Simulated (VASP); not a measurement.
A convergence study with VASP on BaTiO$_{3}$ (tetragonal perovskite): one setting is varied, all else stays as given below, so the limit is that of these other settings.

```
BaTiO3
1.0
    3.99000     0.00000     0.00000
    0.00000     3.99000     0.00000
    0.00000     0.00000     4.04000
Ba Ti O
1 1 3
Direct
  0.00000   0.00000   0.00000
  0.50000   0.50000   0.51300
  0.50000   0.50000   0.97700
  0.00000   0.50000   0.48700
  0.50000   0.00000   0.48700
```

All values below come from PBE GGA, VASP's PBE PAW potentials (set 64) (plane waves; VASP 6.6.1). The tightest run used: 700 eV cut-off, 14×14×14 Γ-centred mesh, Gaussian smearing of 0.050 eV, potentials Ba_sv Ti_sv O.

Task: The settings run are 1×1×1 mesh; 2×2×2 mesh; 3×3×3 mesh; 4×4×4 mesh; 5×5×5 mesh; 6×6×6 mesh; 7×7×7 mesh; 8×8×8 mesh; 9×9×9 mesh; 10×10×10 mesh; 11×11×11 mesh; 12×12×12 mesh; 13×13×13 mesh; 14×14×14 mesh. From which on does the energy per atom stay within 0.001 eV/atom of the tightest run?

Result: From 5×5×5 mesh on: it is off by 0.0003 there and by no more than 0.001 in any finer run, while 4×4×4 mesh is off by 0.0019.
| setting | E (eV/atom) | pressure (GPa) | largest force (eV/Å) | irreducible k-points | difference judged (eV/atom) |
|---|---|---|---|---|---|
| 1×1×1 mesh | -4.8148 | 49.91 | 21.298 | 1 | 3.1867 |
| 2×2×2 mesh | -7.8770 | 6.45 | 2.125 | 6 | 0.1245 |
| 3×3×3 mesh | -7.9877 | 4.57 | 0.526 | 6 | 0.0138 |
| 4×4×4 mesh | -7.9996 | 4.38 | 0.230 | 18 | 0.0019 |
| 5×5×5 mesh | -8.0012 | 4.38 | 0.164 | 18 | 0.0003 |
| 6×6×6 mesh | -8.0015 | 4.39 | 0.150 | 40 | 0.0000 |
| 7×7×7 mesh | -8.0015 | 4.39 | 0.147 | 40 | 0.0000 |
| 8×8×8 mesh | -8.0015 | 4.38 | 0.147 | 75 | 0.0000 |
| 9×9×9 mesh | -8.0015 | 4.39 | 0.147 | 75 | 0.0000 |
| 10×10×10 mesh | -8.0015 | 4.38 | 0.147 | 126 | 0.0000 |
| 11×11×11 mesh | -8.0015 | 4.38 | 0.147 | 126 | 0.0000 |
| 12×12×12 mesh | -8.0015 | 4.39 | 0.147 | 196 | 0.0000 |
| 13×13×13 mesh | -8.0015 | 4.39 | 0.147 | 196 | 0.0000 |
| 14×14×14 mesh | -8.0015 | 4.39 | 0.147 | 288 | 0.0000 |

Left out are rungs that failed or repeat a setting and relaxations that didn't move; long series are thinned to 24 rows.

The compound is BaTiO3 in the tetragonal perovskite structure. The cell was not relaxed at this level, forces remain on its atoms.
